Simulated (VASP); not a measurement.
# What goes wrong when Rhodium is relaxed with a bad input

Aim: see how common mistakes in a VASP relaxation show up, on Rhodium. The starting structure is a measured crystal structure from the Crystallography Open Database. The first relaxation on each setting starts from this cell expanded by 3 % in volume.

Method: Kohn-Sham DFT with plane waves and PAW; PBEsol, in VASP 6.6.1.

### Step 1. Starting point

The structure is cubic, space group Fm-3m (No. 225). Conventional cell: a = 3.803 Å, b = 3.803 Å, c = 3.803 Å, α = 90.00°, β = 90.00°, γ = 90.00°. Nearest to Rh lie 12 Rh at 2.69 Å.

As a file:

```cif
data_structure
_symmetry_space_group_name_H-M 'Fm-3m'
_symmetry_Int_Tables_number 225
_cell_length_a 3.8031
_cell_length_b 3.8031
_cell_length_c 3.8031
_cell_angle_alpha 90.000
_cell_angle_beta 90.000
_cell_angle_gamma 90.000
_cell_volume 55.01
loop_
_atom_site_label
_atom_site_type_symbol
_atom_site_symmetry_multiplicity
_atom_site_Wyckoff_symbol
_atom_site_fract_x
_atom_site_fract_y
_atom_site_fract_z
_atom_site_occupancy
Rh1 Rh 4 a 0.00000 0.00000 0.00000 1
```

### Step 2. Reference relaxation

This run starts from the cell of an earlier relaxation, which isn't shown; the restart sets up the plane waves anew.

INCAR

```
SYSTEM = Rh
PREC = Accurate
ENCUT = 450
EDIFF = 1E-06
NELM = 100
ISMEAR = 1
SIGMA = 0.15
LREAL = .FALSE.
ALGO = Normal
GGA = PS
NBANDS = 13
LASPH = .TRUE.
LORBIT = 11
LWAVE = .FALSE.
LCHARG = .FALSE.
KPAR = 8
IBRION = 2
NSW = 50
ISIF = 3
EDIFFG = -0.006
```

POSCAR

```
Rh
1.0
    0.0000000000      1.8897953327      1.8897953327
    1.8897953327      0.0000000000      1.8897953327
    1.8897953327      1.8897953327      0.0000000000
Rh
1
Direct
    0.0000000000      0.0000000000      0.0000000000
```

KPOINTS

```
Automatic mesh
0
Gamma
20 20 20
0 0 0
```

The projector-augmented-wave data sets are Rh_pv (PBE family, release 64).

On the command line:

```console
$ mpirun -np 8 vasp_std
```

Log:

```text
[banner, memory and clock lines left out]
running    8 mpi-ranks, on    1 nodes
 distrk:  each k-point on    1 cores,    8 groups
 distr:  one band on    1 cores,    1 groups

 POSCAR found type information on POSCAR Rh
 POSCAR found :  1 types and       1 ions
|                                                                             |
|           W    W    AA    RRRRR   N    N  II  N    N   GGGG   !!!           |
|           W    W   A  A   R    R  NN   N  II  NN   N  G    G  !!!           |
|           W    W  A    A  R    R  N N  N  II  N N  N  G       !!!           |
|           W WW W  AAAAAA  RRRRR   N  N N  II  N  N N  G  GGG   !            |
|           WW  WW  A    A  R   R   N   NN  II  N   NN  G    G                |
|           W    W  A    A  R    R  N    N  II  N    N   GGGG   !!!           |
|                                                                             |
|     For optimal performance we recommend to set                             |
|       NCORE = 2 up to number-of-cores-per-socket                            |
|     NCORE specifies how many cores store one orbital (NPAR=cpu/NCORE).      |
|     This setting can greatly improve the performance of VASP for DFT.       |
|     The default, NCORE=1 might be grossly inefficient on modern             |
|     multi-core architectures or massively parallel machines. Do your        |
|     Unfortunately you need to use the default for GW and RPA                |
|     calculations (for HF NCORE is supported but not extensively tested      |
|     yet).                                                                   |
|                                                                             |

|                                                                             |
|               ----> ADVICE to this user running VASP <----                  |
|                                                                             |
|     You enforced a specific xc type in the INCAR file but a different       |
|     [... a line on the potential file left out ...]
|     I HOPE YOU KNOW WHAT YOU ARE DOING!                                     |
|                                                                             |

 LDA part: xc-table for (Slater+PW92), standard interpolation
 POSCAR, INCAR and KPOINTS ok, starting setup
 FFT: planning ... GRIDC
 FFT: planning ... GRID_SOFT
 FFT: planning ... GRID
 WAVECAR not read
 entering main loop
       N       E                     dE             d eps       ncg     rms          rms(c)
DAV:   1     0.108931863337E+03    0.10893E+03   -0.82908E+03  6687   0.111E+03
DAV:   2    -0.737780555112E+01   -0.11631E+03   -0.11113E+03  7111   0.336E+02
DAV:   3    -0.876450449723E+01   -0.13867E+01   -0.13841E+01  7911   0.410E+01
DAV:   4    -0.877103687323E+01   -0.65324E-02   -0.65314E-02  7719   0.290E+00
DAV:   5    -0.877111509263E+01   -0.78219E-04   -0.78208E-04  8071   0.285E-01    0.115E+01
DAV:   6    -0.815933189684E+01    0.61178E+00   -0.10277E+00  7816   0.149E+01    0.381E+00
DAV:   7    -0.814336350868E+01    0.15968E-01   -0.10694E-01  8026   0.260E+00    0.154E+00
DAV:   8    -0.813881239039E+01    0.45511E-02   -0.10288E-02  7466   0.146E+00    0.137E-01
DAV:   9    -0.813839878584E+01    0.41360E-03   -0.95432E-04  8016   0.446E-01    0.207E-02
DAV:  10    -0.813840339290E+01   -0.46071E-05   -0.95312E-06  7774   0.391E-02    0.728E-03
DAV:  11    -0.813840333241E+01    0.60484E-07   -0.14852E-06  6843   0.149E-02
   1 F= -.81384033E+01 E0= -.81387182E+01  d E =-.813840E+01
 curvature:   0.00 expect dE= 0.000E+00 dE for cont linesearch  0.000E+00
 trial: gam= 0.00000 g(F)=  0.352E-63 g(S)=  0.363E-04 ort = 0.000E+00 (trialstep = 0.100E+01)
 search vector abs. value=  0.363E-04
 bond charge predicted
       N       E                     dE             d eps       ncg     rms          rms(c)
DAV:   1    -0.813996929288E+01   -0.15659E-02   -0.20974E-02  6856   0.217E+00    0.294E-01
DAV:   2    -0.813837578431E+01    0.15935E-02   -0.32460E-03  6871   0.797E-01    0.478E-02
DAV:   3    -0.813836525285E+01    0.10531E-04   -0.40686E-05  7571   0.793E-02    0.272E-02
DAV:   4    -0.813837276444E+01   -0.75116E-05   -0.11001E-05  7066   0.391E-02    0.210E-03
DAV:   5    -0.813837249326E+01    0.27118E-06   -0.21944E-07  4798   0.684E-03
   2 F= -.81383725E+01 E0= -.81386845E+01  d E =0.308392E-04
 trial-energy change:    0.000031  1 .order    0.000031   -0.000036    0.000097
 step:   0.2716(harm=  0.2716)  dis= 0.00000  next Energy=    -8.138408 (dE=-0.493E-05)
 bond charge predicted
       N       E                     dE             d eps       ncg     rms          rms(c)
DAV:   1    -0.813925835891E+01   -0.88559E-03   -0.11143E-02  6846   0.158E+00    0.212E-01
DAV:   2    -0.813841690657E+01    0.84145E-03   -0.17315E-03  6841   0.582E-01    0.355E-02
DAV:   3    -0.813840881914E+01    0.80874E-05   -0.20766E-05  7516   0.566E-02    0.200E-02
DAV:   4    -0.813840772451E+01    0.10946E-05   -0.57530E-06  6996   0.282E-02    0.147E-03
DAV:   5    -0.813840782513E+01   -0.10062E-06   -0.10618E-07  4223   0.474E-03
   3 F= -.81384078E+01 E0= -.81387219E+01  d E =-.449272E-05
 curvature:  -0.14 expect dE=-0.343E-07 dE for cont linesearch -0.343E-07
 trial: gam= 0.00000 g(F)=  0.103E-63 g(S)=  0.252E-06 ort =-0.303E-05 (trialstep = 0.854E+00)
 search vector abs. value=  0.252E-06
 reached required accuracy - stopping structural energy minimisation
```

Run time: 8.2 s. Hardware: 8 MPI ranks of Intel Xeon 6975P-C (Granite Rapids), shared host; peak memory 1.1 GiB.

The logs omit lines about the potential files and the build; timing stands in the text.

Parts of OUTCAR (step 2):

```text
ion  position               nearest neighbor table
   1  0.000  0.000  0.000-

  LATTYP: Found a face centered cubic cell.
 ALAT       =     3.7795906654

 Subroutine GETGRP returns: Found 48 space group operations
 (whereof 48 operations were pure point group operations)

The static configuration has the point symmetry O_h .

 Found    256 irreducible k-points:

   k-points           NKPTS =    256   k-points in BZ     NKDIM =    256   number of bands    NBANDS=     13

   dimension x,y,z NGX =    18 NGY =   18 NGZ =   18
   dimension x,y,z NGXF=    36 NGYF=   36 NGZF=   36

   ENCUT  =  450.0 eV  33.07 Ry    5.75 a.u.   4.62  4.62  4.62*2*pi/ulx,y,z

   NELECT =      15.0000    total number of electrons

 k-points in reciprocal lattice and weights: Automatic mesh
   0.00000000  0.00000000  0.00000000       0.000
   0.05000000  0.00000000  0.00000000       0.001
   0.10000000  0.00000000  0.00000000       0.001
   0.15000000  0.00000000  0.00000000       0.001
   0.20000000  0.00000000  0.00000000       0.001
   0.25000000  0.00000000  0.00000000       0.001
   0.30000000  0.00000000  0.00000000       0.001
   0.35000000  0.00000000  0.00000000       0.001
   0.40000000  0.00000000  0.00000000       0.001
[...]
-0.30000000  0.50000000  0.20000000       0.002
  -0.25000000  0.50000000  0.25000000       0.001

 average (electrostatic) potential at core
       1 -70.4337

 E-fermi :  12.1119

 k-point     1 :       0.0000    0.0000    0.0000
  band No.  band energies     occupation
    ...
      5       8.9195      2.00000
      6       8.9195      2.00000
      7       8.9195      2.00000
      8      11.0976      2.00000
      9      11.0976      2.00000
     10      28.0254      0.00000
     11      32.4268      0.00000
     12      33.5862      0.00000
     13      33.5862      0.00000

 k-point     2 :       0.0500    0.0000    0.0000
  band No.  band energies     occupation
    ...
      5       8.8721      2.00000
      6       8.9606      2.00000
      7       8.9606      2.00000
      8      11.0738      2.00000
      9      11.0738      2.00000
     10      28.1792      0.00000
     11      32.4242      0.00000
     12      33.0052      0.00000
     13      33.7394      0.00000

 k-point     3 :       0.1000    0.0000    0.0000
  band No.  band energies     occupation
    ...
      5       8.7489      2.00000
      6       9.0714      2.00000
      7       9.0714      2.00000
      8      11.0181      2.00000
      9      11.0181      2.00000
     10      28.6027      0.00000
     11      31.7334      0.00000
     12      32.4315      0.00000
     13      34.1871      0.00000

  Total        0.0013204      0.0013204      0.0013204     -0.0000000     -0.0000000      0.0000000
  in kB        0.1568197      0.1568197      0.1568197     -0.0000000     -0.0000000      0.0000000
  external PRESSURE =       0.1568197 kB  Pullay stress =       0.0000000 kB

  energy-cutoff  :      450.00
  volume of cell :       13.49
      direct lattice vectors                 reciprocal lattice vectors
     0.000000000  1.889403017  1.889403017    -0.264633853  0.264633853  0.264633853
     1.889403017 -0.000000000  1.889403017     0.264633853 -0.264633853  0.264633853
     1.889403017  1.889403017 -0.000000000     0.264633853  0.264633853 -0.264633853

 POSITION                                       TOTAL-FORCE (eV/Angst)
 -----------------------------------------------------------------------------------
      0.00000      0.00000      0.00000         0.000000      0.000000     -0.000000
 -----------------------------------------------------------------------------------
    total drift:                                0.000000      0.000000      0.000000

  FREE ENERGIE OF THE ION-ELECTRON SYSTEM (eV)
  ---------------------------------------------------
  free  energy   TOTEN  =        -8.1384078251 eV

  energy  without entropy=       -8.1393500535  energy(sigma->0) =       -8.13872190

 reached required accuracy - stopping structural energy minimisation

 total charge
# of ion       s       p       d       tot
------------------------------------------
    1        0.417   6.317   7.076  13.810

[... 3 further parts left out ...]
```

CONTCAR:

```
Rh
   1.00000000000000
     0.0000000000000000    1.8894030174984489    1.8894030174984489
     1.8894030174984489   -0.0000000000000000    1.8894030174984489
     1.8894030174984489    1.8894030174984489   -0.0000000000000000
  Rh
     1
Direct
     0.0000000000000000    0.0000000000000000    0.0000000000000000
```

This run has no spin polarisation. Its electron count is odd, so without a moment it is a metal by construction. The PAW data sets were made with PBE, which is usual practice but a small mismatch for other functionals. The run keeps the 48 symmetry operations of its start, so it cannot find a distortion of lower symmetry.

The reference relaxation ends at 13.490 Å³ an atom. Pressures at 0.985 and 1.015 times this volume, from two more relaxations that aren't shown, give a bulk modulus of 297.2 GPa.

### Step 3. Relaxation with too few ionic steps

A slip made on purpose: too few ionic steps. Against step 2 the input has NSW = 2 (also changed: NELM).

Changes to INCAR since step 2:

```diff
@@ -4,3 +4,3 @@
 EDIFF = 1E-06
-NELM = 100
+NELM = 60
 ISMEAR = 1
@@ -17,3 +17,3 @@
 IBRION = 2
-NSW = 50
+NSW = 2
 ISIF = 3
```

POSCAR

```
Rh
1.0
    0.0000000000      1.9203784522      1.9203784522
    1.9203784522      0.0000000000      1.9203784522
    1.9203784522      1.9203784522      0.0000000000
Rh
1
Direct
    0.0000000000      0.0000000000      0.0000000000
```

KPOINTS is that of step 2.

On the command line:

```console
$ mpirun -np 8 vasp_std
```

Log:

```text
[banner, memory and clock lines left out]
running    8 mpi-ranks, on    1 nodes
[...]
[... a notice as in an earlier step ...]

 [... a notice as in an earlier step ...]

 LDA part: xc-table for (Slater+PW92), standard interpolation
 POSCAR, INCAR and KPOINTS ok, starting setup
[...]
entering main loop
       N       E                     dE             d eps       ncg     rms          rms(c)
DAV:   1     0.108603245686E+03    0.10860E+03   -0.82946E+03  6696   0.111E+03
DAV:   2    -0.734351553052E+01   -0.11595E+03   -0.11105E+03  7126   0.332E+02
DAV:   3    -0.874862228521E+01   -0.14051E+01   -0.14021E+01  7866   0.409E+01
DAV:   4    -0.875542688610E+01   -0.68046E-02   -0.68039E-02  7682   0.294E+00
[...]
DAV:   9    -0.811117678452E+01    0.30063E-03   -0.68094E-04  8256   0.373E-01    0.209E-02
DAV:  10    -0.811117999350E+01   -0.32090E-05   -0.10161E-05  7867   0.395E-02    0.659E-03
DAV:  11    -0.811118037280E+01   -0.37930E-06   -0.66473E-07  6319   0.784E-03
   1 F= -.81111804E+01 E0= -.81115575E+01  d E =-.811118E+01
[...]
N       E                     dE             d eps       ncg     rms          rms(c)
DAV:   1    -0.157481968008E+02   -0.76370E+01   -0.10251E+02  8276   0.146E+02    0.337E+01
DAV:   2    -0.821123164292E+01    0.75370E+01   -0.11532E+01  6866   0.535E+01    0.618E+00
DAV:   3    -0.791868689512E+01    0.29254E+00   -0.66832E-01  8441   0.109E+01    0.464E+00
DAV:   4    -0.793140102379E+01   -0.12714E-01   -0.89622E-02  6911   0.244E+00    0.196E+00
DAV:   5    -0.793655967023E+01   -0.51586E-02   -0.99644E-03  7481   0.120E+00    0.162E-01
DAV:   6    -0.793627617052E+01    0.28350E-03   -0.92930E-04  7581   0.448E-01    0.484E-02
DAV:   7    -0.793621441172E+01    0.61759E-04   -0.76877E-05  7266   0.126E-01    0.233E-03
DAV:   8    -0.793621453639E+01   -0.12466E-06   -0.47073E-07  5443   0.907E-03
   2 F= -.79362145E+01 E0= -.79363722E+01  d E =0.174966E+00
 trial-energy change:    0.174966  1 .order    0.202204   -0.184573    0.588980
 step:   0.2813(harm=  0.2386)  dis= 0.00000  next Energy=    -8.137749 (dE=-0.266E-01)
```

The job ended after 8.8 s (8 MPI ranks; peak memory 1.2 GiB).

OUTCAR, selected parts (step 3):

```text
  Total        3.6036327      3.6036327      3.6036327      0.0000000      0.0000000      0.0000000
  in kB      482.2238922    482.2238922    482.2238922      0.0000000      0.0000000      0.0000000
  external PRESSURE =     482.2238922 kB  Pullay stress =       0.0000000 kB

 POSITION                                       TOTAL-FORCE (eV/Angst)
 -----------------------------------------------------------------------------------
      0.00000      0.00000      0.00000         0.000000     -0.000000      0.000000
 -----------------------------------------------------------------------------------
    total drift:                                0.000000     -0.000000      0.000000

  FREE ENERGIE OF THE ION-ELECTRON SYSTEM (eV)
  ---------------------------------------------------
  free  energy   TOTEN  =        -7.9362145364 eV

  energy  without entropy=       -7.9366876292  energy(sigma->0) =       -7.93637223

[... 1 part as in an earlier step ...]

[... 2 further parts left out ...]
[key lines of the parts left out:]
E-fermi :  14.4934
```

The relaxation used up its 2 ionic steps (NSW) before forces and stress met EDIFFG.

### Step 4. Relaxation with low precision and a small cutoff

A slip made on purpose: low precision and a small cutoff. Against step 2 the input has PREC = Low and ENCUT = 200 (also changed: NELM).

Changes to INCAR since step 3:

```diff
@@ -1,4 +1,4 @@
 SYSTEM = Rh
-PREC = Accurate
-ENCUT = 450
+PREC = Low
+ENCUT = 200
 EDIFF = 1E-06
@@ -17,3 +17,3 @@
 IBRION = 2
-NSW = 2
+NSW = 50
 ISIF = 3
```

POSCAR is that of step 3.

KPOINTS is that of step 3.

On the command line:

```console
$ mpirun -np 8 vasp_std
```

Log:

```text
[... set-up lines as in an earlier step ...]
 entering main loop
       N       E                     dE             d eps       ncg     rms          rms(c)
DAV:   1     0.464236292661E+02    0.46424E+02   -0.55182E+03  7452   0.620E+02
DAV:   2    -0.809419779974E+01   -0.54518E+02   -0.52254E+02  7526   0.204E+02
DAV:   3    -0.851438434831E+01   -0.42019E+00   -0.41995E+00  7591   0.188E+01
DAV:   4    -0.851546484469E+01   -0.10805E-02   -0.10805E-02  7596   0.962E-01
[...]
DAV:   8    -0.762971960366E+01    0.11561E-02   -0.49650E-03  7046   0.897E-01    0.187E-01
DAV:   9    -0.762937630679E+01    0.34330E-03   -0.49077E-04  7621   0.295E-01    0.842E-03
DAV:  10    -0.762937654656E+01   -0.23977E-06   -0.28686E-06  8149   0.187E-02
   1 F= -.76293765E+01 E0= -.76298178E+01  d E =-.762938E+01
[...]
-----------------------------------------------------------------------------
|                                                                             |
|     EEEEEEE  RRRRRR   RRRRRR   OOOOOOO  RRRRRR      ###     ###     ###     |
[...]
|     E        R    R   R    R   O     O  R    R      ###     ###     ###     |
|     EEEEEEE  R     R  R     R  OOOOOOO  R     R     ###     ###     ###     |
|                                                                             |
|     Orbital orthonormalization failed in the inversion of matrix            |
|     LAPACK: Routine ZPOTRF failed! kpoint: 1 spin: 1                        |
|                                                                             |
|     Possible solutions for this issue are:                                  |
|     - Please check whether the atoms are too close to each other.           |
|     - Decreasing POTIM might help during relaxations or MDs.                |
|     - Deleting CHGCAR or WAVECAR if incompatible with the structure.        |
|     - Try calculating without symmetrizing (ISYM = 0 or ISYM = -1).         |
|     - As last resort: using a different PAW for some of the atoms.          |
|                                                                             |
|       ---->  I REFUSE TO CONTINUE WITH THIS SICK JOB ... BYE!!! <----       |
|                                                                             |
 -----------------------------------------------------------------------------

1
1
1
1
1
1
1
1
```

Elapsed: 7.2 s, on 8 MPI ranks.

VASP stopped with this message: “Orbital orthonormalization failed in the inversion of matrix LAPACK: Routine ZPOTRF failed! kpoint: 1 spin: 1”.

(Part 1 of 2 ends here.)

[Lines on the potential files, build, host, timing and source positions are cut from VASP's logs without a mark.]

[Logs are printed without paths, hosts, clocks, repeated set-up lines and the standing remarks that a program may print on its own settings, such as how far it seeks lower states.]

[Hosts, paths, dates, database ids (printed as entryN), source tags and the programs' standing remarks are cut or masked in the printed files.]
